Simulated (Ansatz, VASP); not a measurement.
# AlAsN2 (alpha-NaFeO2 type (invented)) in two plane-wave programs

One calculation is typed for both programs; each brings its own data sets. How far apart do they land? The cell is generated by rule, not measured, and may not be a known phase. The two relaxations start from unlike cells of this crystal (the structure described is Ansatz's start), so only their ends are compared.

Program: Ansatz 0.2.0. Level of theory: plane waves, with VASP 6.6.1 beside it; relaxation of cell and atoms at PBE. Results are calculated unless marked as measured.

## 1. The starting structure

It takes space group R-3m (No. 166, trigonal). The conventional cell has a = 2.973 Å, b = 2.973 Å, c = 14.567 Å, α = 90.00°, β = 90.00°, γ = 120.00°. Nearest to Al lie 6 N at 2.10 Å. Nearest to As lie 6 N at 2.10 Å. Nearest to N lie 3 Al at 2.10 Å and 3 As at 2.10 Å. Farther neighbours and most contacts between anions are not listed.

Coordinates:

```xyz
4
Lattice="1.4867 0.8583 4.8555 -1.4867 0.8583 4.8555 0.0000 -1.7167 4.8555" Properties=species:S:1:pos:R:3 pbc="T T T"
Al    0.0000    0.0000    0.0000
As    0.0000    0.0000    7.2833
N     0.0000    0.0000    3.6416
N     0.0000    0.0000   10.9249
```

## 2. VASP: relaxation of cell and atoms, PBE

The relaxed volume is the usual yardstick between codes: in a stiff, nearly cubic crystal its relative difference is about their pressure difference at one cell divided by the bulk modulus.

Lines of VASP's logs that name or quote its potential files are left out, and so is its time.

INCAR

```
SYSTEM = AlAsN2
PREC = Accurate
ENCUT = 600
EDIFF = 1E-07
NELM = 120
ISMEAR = 0
SIGMA = 0.1
LREAL = .FALSE.
ALGO = Normal
GGA = PE
NBANDS = 15
LORBIT = 11
LWAVE = .FALSE.
LCHARG = .FALSE.
ISIF = 3
IBRION = 2
NSW = 80
EDIFFG = -0.005
LASPH = .TRUE.
GGA_COMPAT = .FALSE.
NELMIN = 4
```

POSCAR

```
AlAsN2
1.0
    1.5359003655      0.8867524607      5.1054789286
   -1.5359003655      0.8867524607      5.1054789286
    0.0000000000     -1.7735049213      5.1054789286
Al As N
1 1 2
Direct
    0.0000000000      0.0000000000      0.0000000000
    0.5000000000      0.5000000000      0.5000000000
    0.2614971005      0.2614971005      0.2614971005
    0.7385028995      0.7385028995      0.7385028995
```

KPOINTS

```
Automatic mesh
0
Gamma
9 9 9
0 0 0
```

PAW data sets: Al, As and N (PBE family, release 64).

Started as:

```
$ mpirun -np 1 vasp_std
```

Numbers of over 12 decimals in the logs are rounded to 6 here.

The program printed:

```text
[banner, memory and clock lines left out]
running    1 mpi-ranks, on    1 nodes
 distrk:  each k-point on    1 cores,    1 groups
 distr:  one band on    1 cores,    1 groups

 POSCAR found type information on POSCAR AlAsN
 POSCAR found :  3 types and       4 ions
 LDA part: xc-table for (Slater+PW92), standard interpolation
 POSCAR, INCAR and KPOINTS ok, starting setup
 FFT: planning ... GRIDC
 FFT: planning ... GRID_SOFT
 FFT: planning ... GRID
 WAVECAR not read
 entering main loop
       N       E                     dE             d eps       ncg     rms          rms(c)
DAV:   1     0.642148373350E+02    0.64215E+02   -0.91302E+03  2566   0.120E+03
DAV:   2    -0.243603049385E+02   -0.88575E+02   -0.82342E+02  3462   0.232E+02
DAV:   3    -0.288699989203E+02   -0.45097E+01   -0.44894E+01  3306   0.571E+01
DAV:   4    -0.288991215449E+02   -0.29123E-01   -0.29114E-01  3082   0.482E+00
DAV:   5    -0.288994169586E+02   -0.29541E-03   -0.29538E-03  3376   0.479E-01    0.115E+01
DAV:   6    -0.248827425955E+02    0.40167E+01   -0.14114E+01  3362   0.300E+01    0.468E+00
DAV:   7    -0.249121816742E+02   -0.29439E-01   -0.14738E+00  2690   0.918E+00    0.353E+00
DAV:   8    -0.249044471863E+02    0.77345E-02   -0.16661E-01  3418   0.316E+00    0.746E-01
DAV:   9    -0.248995449115E+02    0.49023E-02   -0.13414E-02  3250   0.956E-01    0.401E-01
DAV:  10    -0.248984291915E+02    0.11157E-02   -0.65709E-03  3110   0.578E-01    0.112E-01
DAV:  11    -0.248984991445E+02   -0.69953E-04   -0.55679E-04  3208   0.181E-01    0.326E-02
DAV:  12    -0.248984982779E+02    0.86662E-06   -0.69128E-05  3411   0.716E-02    0.141E-02
DAV:  13    -0.248984962522E+02    0.20257E-05   -0.71044E-06  3229   0.250E-02    0.268E-03
DAV:  14    -0.248984964201E+02   -0.16791E-06   -0.18100E-06  3425   0.990E-03    0.135E-03
DAV:  15    -0.248984964177E+02    0.24080E-08   -0.36678E-08  1849   0.184E-03
   1 F= -.24898496E+02 E0= -.24898266E+02  d E =-.248985E+02
 curvature:   0.00 expect dE= 0.000E+00 dE for cont linesearch  0.000E+00
 trial: gam= 0.00000 g(F)=  0.131E-05 g(S)=  0.298E-04 ort = 0.000E+00 (trialstep = 0.100E+01)
 search vector abs. value=  0.312E-04
 bond charge predicted
       N       E                     dE             d eps       ncg     rms          rms(c)
DAV:   1    -0.248985422422E+02   -0.45822E-04   -0.13913E-03  2662   0.293E-01    0.480E-02
DAV:   2    -0.248985036068E+02    0.38635E-04   -0.13702E-04  3355   0.882E-02    0.138E-02
DAV:   3    -0.248985001692E+02    0.34375E-05   -0.11782E-05  2963   0.299E-02    0.786E-03
DAV:   4    -0.248984994751E+02    0.69412E-06   -0.22088E-06  3033   0.955E-03    0.418E-03
DAV:   5    -0.248984994720E+02    0.30919E-08   -0.22480E-07  2803   0.375E-03
   2 F= -.24898499E+02 E0= -.24898269E+02  d E =-.305434E-05
 trial-energy change:   -0.000003  1 .order   -0.000003   -0.000031    0.000026
 step:   0.5578(harm=  0.5439)  dis= 0.00010  next Energy=   -24.898505 (dE=-0.878E-05)
 bond charge predicted
       N       E                     dE             d eps       ncg     rms          rms(c)
DAV:   1    -0.248985139727E+02   -0.14498E-04   -0.27283E-04  2627   0.130E-01    0.212E-02
DAV:   2    -0.248985059595E+02    0.80132E-05   -0.26568E-05  3348   0.388E-02    0.621E-03
DAV:   3    -0.248985053387E+02    0.62085E-06   -0.22909E-06  2942   0.132E-02    0.347E-03
DAV:   4    -0.248985050657E+02    0.27293E-06   -0.43426E-07  2893   0.423E-03    0.182E-03
DAV:   5    -0.248985049902E+02    0.75557E-07   -0.41057E-08  1345   0.165E-03
   3 F= -.24898505E+02 E0= -.24898275E+02  d E =-.857250E-05
 curvature:  -0.27 expect dE=-0.229E-06 dE for cont linesearch -0.111E-07
 trial: gam= 0.06323 g(F)=  0.597E-06 g(S)=  0.245E-06 ort =-0.113E-05 (trialstep = 0.912E+00)
 search vector abs. value=  0.823E-06
 reached required accuracy - stopping structural energy minimisation
```

OUTCAR, selected parts (step 2):

```text
ion  position               nearest neighbor table
   1  0.000  0.000  0.000-   4 2.09   3 2.09   4 2.09   4 2.09   3 2.09   3 2.09   2 3.11   2 3.11
                             2 3.11   2 3.11   2 3.11   2 3.11
   2  0.500  0.500  0.500-   3 2.29   4 2.29   3 2.29   3 2.29   4 2.29   4 2.29   1 3.11   1 3.11
                             1 3.11   1 3.11   1 3.11   1 3.11
   3  0.261  0.261  0.261-   1 2.09   1 2.09   1 2.09   2 2.29   2 2.29   2 2.29
   4  0.739  0.739  0.739-   1 2.09   1 2.09   1 2.09   2 2.29   2 2.29   2 2.29

  LATTYP: Found a trigonal (rhomboedric) cell.
 ALAT       =     5.4047418948
 COS(alpha) =     0.8384874904

 Subroutine GETGRP returns: Found 12 space group operations
 (whereof 12 operations were pure point group operations)

The static configuration has the point symmetry D_3d.

 Found     85 irreducible k-points:

   k-points           NKPTS =     85   k-points in BZ     NKDIM =     85   number of bands    NBANDS=     15

   dimension x,y,z NGX =    48 NGY =   48 NGZ =   48
   dimension x,y,z NGXF=    96 NGYF=   96 NGZF=   96

   ENCUT  =  600.0 eV  44.10 Ry    6.64 a.u.  10.79 10.79 10.79*2*pi/ulx,y,z

   NELECT =      18.0000    total number of electrons

 k-points in reciprocal lattice and weights: Automatic mesh
   0.00000000  0.00000000  0.00000000       0.001
   0.11111111  0.00000000  0.00000000       0.008
   0.22222222 -0.00000000 -0.00000000       0.008
   0.33333333  0.00000000  0.00000000       0.008
   0.44444444 -0.00000000 -0.00000000       0.008
   0.11111111  0.11111111  0.00000000       0.008
   0.22222222  0.11111111 -0.00000000       0.016
   0.33333333  0.11111111  0.00000000       0.016
   0.44444444  0.11111111 -0.00000000       0.016
[...]
0.44444444  0.44444444  0.44444444       0.003
  -0.44444444  0.44444444  0.44444444       0.008

 average (electrostatic) potential at core
       1 -71.7076       2 -47.4005       3 -59.8630       4 -59.8630

 E-fermi :   9.6461

 k-point     1 :       0.0000    0.0000    0.0000
  band No.  band energies     occupation
    ...
      5       6.5342      2.00000
      6       6.5342      2.00000
      7       6.9141      2.00000
      8       6.9924      2.00000
      9       6.9924      2.00000
     10      11.0220      0.00000
     11      12.3592      0.00000
     12      12.3592      0.00000
     13      15.4192      0.00000
     14      18.6098      0.00000
    ...

 k-point     2 :       0.1111    0.0000    0.0000
  band No.  band energies     occupation
    ...
      5       5.3697      2.00000
      6       6.3149      2.00000
      7       6.7000      2.00000
      8       6.7750      2.00000
      9       8.1929      2.00000
     10      11.4091      0.00000
     11      11.6904      0.00000
     12      12.5177      0.00000
     13      15.8903      0.00000
     14      17.4744      0.00000
    ...

 k-point     3 :       0.2222   -0.0000   -0.0000
  band No.  band energies     occupation
    ...
      5       3.6971      2.00000
      6       5.8449      2.00000
      7       6.2681      2.00000
      8       6.2778      2.00000
      9       8.3132      2.00000
     10      11.1185      0.00000
     11      12.0068      0.00000
     12      12.7619      0.00000
     13      15.5225      0.00000
     14      16.5722      0.00000
    ...

  Total        0.0031827      0.0031827      0.0001253      0.0000000      0.0000000      0.0000000
  in kB        0.1222925      0.1222925      0.0048153      0.0000000      0.0000000      0.0000000
  external PRESSURE =       0.0831334 kB  Pullay stress =       0.0000000 kB

  energy-cutoff  :      600.00
  volume of cell :       41.70
      direct lattice vectors                 reciprocal lattice vectors
     1.535636432  0.886600078  5.104303942     0.325597902  0.187984042  0.065304366
    -1.535636432  0.886600078  5.104303942    -0.325597902  0.187984042  0.065304366
     0.000000000 -1.773200157  5.104303942     0.000000000 -0.375968085  0.065304366

 POSITION                                       TOTAL-FORCE (eV/Angst)
 -----------------------------------------------------------------------------------
      0.00000     -0.00000      0.00000        -0.000000      0.000000     -0.000000
      0.00000      0.00000      7.65646         0.000000      0.000000      0.000000
      0.00000      0.00000      4.00418        -0.000000     -0.000000     -0.002487
      0.00000      0.00000     11.30873        -0.000000      0.000000      0.002487
 -----------------------------------------------------------------------------------
    total drift:                                0.000000      0.000000     -0.000000

  FREE ENERGIE OF THE ION-ELECTRON SYSTEM (eV)
  ---------------------------------------------------
  free  energy   TOTEN  =       -24.8985049902 eV

  energy  without entropy=      -24.8980449675  energy(sigma->0) =      -24.89827498

 reached required accuracy - stopping structural energy minimisation

 total charge
# of ion       s       p       d       tot
------------------------------------------
    1        0.322   0.353   0.000   0.675
    2        1.475   0.971   0.114   2.560
    3        1.254   2.418   0.000   3.673
    4        1.254   2.418   0.000   3.673
--------------------------------------------------
tot          4.306   6.160   0.114  10.580

[... 3 further parts left out ...]
```

CONTCAR:

```
AlAsN2
   1.00000000000000
     1.5356364316930640    0.8866000784603527    5.1043039416816063
    -1.5356364316930640    0.8866000784603527    5.1043039416816063
     0.0000000000000000   -1.7732001568207458    5.1043039416816107
  Al              As              N
     1     1     2
Direct
     0.0000000000000000    0.0000000000000000    0.0000000000000000
     0.5000000000000000    0.5000000000000000    0.5000000000000000
     0.2614906305014446    0.2614906305014446    0.2614906305014446
     0.7385093694985554    0.7385093694985554    0.7385093694985554
```

(Continued in part 2 of 2.)

[Lines on the potential files, build, host, timing and source positions are cut from VASP's logs without a mark.]

[Logs are printed without paths, hosts, clocks, repeated set-up lines and the standing remarks that a program may print on its own settings, such as how far it seeks lower states.]

[Hosts, paths, dates, database ids (printed as entryN), source tags and the programs' standing remarks are cut or masked in the printed files.]
